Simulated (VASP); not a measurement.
Input of a VASP 6.6.1 run:

File INCAR:

```
SYSTEM = SrMg6Ni
ALGO = Fast
EDIFF = 1E-7
ENCUT = 520
GGA = PE
ISIF = 2
ISMEAR = 0
ISPIN = 2
LASPH = .True.
LCHARG = .False.
LMAXMIX = 4
LORBIT = 11
LREAL = .False.
LWAVE = .False.
MAGMOM = 0 1 0 0 0 0 0 0
NBANDS = 30
NELM = 100
PREC = Accurate
SIGMA = 0.1
```

The input KPOINTS:

```
k-points
0
Gamma
  6 5 5
  0 0 0
```

Contents of POSCAR:

```
SrMg6Ni
4.4852
    1.000010701864      0.000000000000      0.000000000000
    0.000000000000      0.697443815214      1.587175153839
    0.000000000000     -0.697443815214      1.587175153839
Sr Ni Mg
1 1 6
Direct
    0.5000000000      0.7182430000      0.7182430000
    0.0000000000      0.8957990000      0.8957990000
    0.5000000000      0.1335570000      0.1335570000
    0.5000000000      0.1652130000      0.6793490000
    0.5000000000      0.6793490000      0.1652130000
    0.0000000000      0.3051920000      0.3051920000
    0.0000000000      0.3049440000      0.7977040000
    0.0000000000      0.7977040000      0.3049440000
```

Potentials or basis: VASP PAW PBE potentials, release 64 (Sr_sv, Ni, Mg).

Run with:

```bash
$ cat potpaw_PBE.64/Sr_sv/POTCAR potpaw_PBE.64/Ni/POTCAR potpaw_PBE.64/Mg/POTCAR > POTCAR
$ mpirun -np 1 vasp_std > vasp.out
```

Task: Estimate the band gap on the k mesh.

Result: None (metal or under the smearing width).

Task: What does it give for the net moment?

Result: 0.00 μB per cell.

Forces in eV/Å, atoms in the order of the input:
```
Sr   0.000  0.000  0.008
Ni   0.000  0.000  0.025
Mg   0.000  0.000 -0.007
Mg   0.000 -0.044  0.010
Mg   0.000  0.044  0.010
Mg   0.000  0.000  0.016
Mg   0.000  0.043 -0.031
Mg   0.000 -0.043 -0.031
```
